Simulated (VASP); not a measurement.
Write the native input for VASP 6.6.1 that does the following.

| Quantity | Value |
| --- | --- |
| Task | relaxation of cell and atoms |
| Functional | PBE |
| Potentials or basis | VASP PAW PBE potentials, release 64 (Ru_pv, S) |
| Cutoff | 600 eV |
| k mesh | 9 × 9 × 8 |
| Occupations | fermi-dirac, width 0.05 eV |
| Spin | no spin polarisation |
| Target pressure | 2 GPa |
| Further INCAR settings | ALGO = Normal; EDIFF = 1e-06; IBRION = 2; EDIFFG = -0.005; NSW = 60; ISIF = 3 |
| Target pressure | 2 GPa |

The structure of RuS lies in POSCAR:

```
RuS
1.0
    3.3689683200      0.0000000000      0.0000000000
   -1.6844841600      2.9176121500      0.0000000000
    0.0000000000      0.0000000000      3.2879461700
Ru S
1 1
Direct
    0.0000000000      0.0000000000      0.0000000000
    0.6666666667      0.3333333333      0.5000000000
```

The cell comes from a database or a generator and needn't be the stable form of this composition.

The input as run:

INCAR

```
PREC = Accurate ; ENCUT = 600
EDIFF = 1E-6 ; ISMEAR = -1
SIGMA = 0.05 ; LREAL = F
LASPH = T ; NELM = 100
ALGO = Normal ; ISIF = 3
LWAVE = F ; LCHARG = F
GGA = PE ; IBRION = 2
NSW = 60 ; EDIFFG = -0.005
PSTRESS = 20
```

KPOINTS

```
Automatic mesh
0
Gamma
  9 9 8
```

Potentials or basis: VASP PAW PBE potentials, release 64 (Ru_pv, S).

The run is started by

```console
$ cat potpaw_PBE.64/Ru_pv/POTCAR potpaw_PBE.64/S/POTCAR > POTCAR
$ mpirun -np 1 vasp_std > vasp.out
```

Results of the run:

```
Relaxed volume                                         : 13.96 Å³/atom
Relaxed cell                                           : a = 3.064 Å, b = 3.064 Å, c = 3.434 Å, α = 90.00°, β = 90.00°, γ = 120.00°
Space group after relaxing (to 0.05 Å)                 : P-6m2 (No. 187)
Energy change on relaxing (the enthalpy is what falls) : -103.6 meV/atom
Ionic steps                                            : 33
Pressure after relaxing                                : 2.0 GPa
Band gap on the k mesh                                 : none (metal or under the smearing width)
```

Caveat: the cell is relaxed towards a set pressure, so the enthalpy falls and the energy may rise.

Run time: 3.4 min on 1 thread of Intel(R) Xeon(R) 6975P-C (Granite Rapids), on a shared host, peak memory 0.19 GiB.
